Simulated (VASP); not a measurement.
All values below come from PBE GGA with D4 dispersion, VASP's PBE PAW potentials (set 64) (plane waves; VASP 6.6.1).

VASP ran on this input.

### INCAR
```
SYSTEM = KI
PREC = Accurate
ENCUT = 520
EDIFF = 1E-7
NELM = 100
ALGO = Normal
LREAL = .FALSE.
LASPH = .TRUE.
ISMEAR = 0
SIGMA = 0.05
GGA = PE
IVDW = 13
LMAXMIX = 4
LWAVE = .FALSE.
LCHARG = .FALSE.
ISIF = 2
```

File KPOINTS:
```
Automatic mesh
0
Gamma
7 7 7
0 0 0
```

**POSCAR**
```
KI
1
    0.0000000000     3.4559864923     3.4559864923
    3.4559864923     0.0000000000     3.4559864923
    3.4559864923     3.4559864923     0.0000000000
K I
1 1
Direct
  0.0000000000   0.0000000000   0.0000000000
  0.5000000000   0.5000000000   0.5000000000
```

POTCAR, in this order: K_sv I (PBE.64 set). Program: vasp_std.

Unless said otherwise, spin-orbit coupling is left out, though it shifts the bands of the heavy elements here.

### Question
Estimate the energy per atom (σ→0), dispersion energy, band gap (on the k-mesh).

### Answer

energy per atom (σ→0): -2.925 eV/atom
dispersion energy: -332 meV
band gap (on the k-mesh): 4.12 eV

OSZICAR:
```
...
DAV:   9    -0.551711283126E+01   -0.31126E-03   -0.71609E-04   616   0.189E-01    0.692E-02
DAV:  10    -0.551735923292E+01   -0.24640E-03   -0.26484E-04   552   0.112E-01    0.309E-02
DAV:  11    -0.551737487433E+01   -0.15641E-04   -0.37683E-05   600   0.382E-02    0.110E-02
DAV:  12    -0.551737584619E+01   -0.97186E-06   -0.53159E-06   592   0.202E-02    0.143E-02
DAV:  13    -0.551737630525E+01   -0.45906E-06   -0.11519E-06   616   0.789E-03    0.431E-03
DAV:  14    -0.551737614030E+01    0.16495E-06   -0.14358E-07   576   0.295E-03    0.628E-04
DAV:  15    -0.551737611327E+01    0.27027E-07   -0.83388E-09   372   0.806E-04
   1 F= -.58493781E+01 E0= -.58493781E+01  d E =-.977983E-19
```

The compound is KI in the rock salt structure. This cell is one point of a volume scan, at 0.94 of the reference volume.
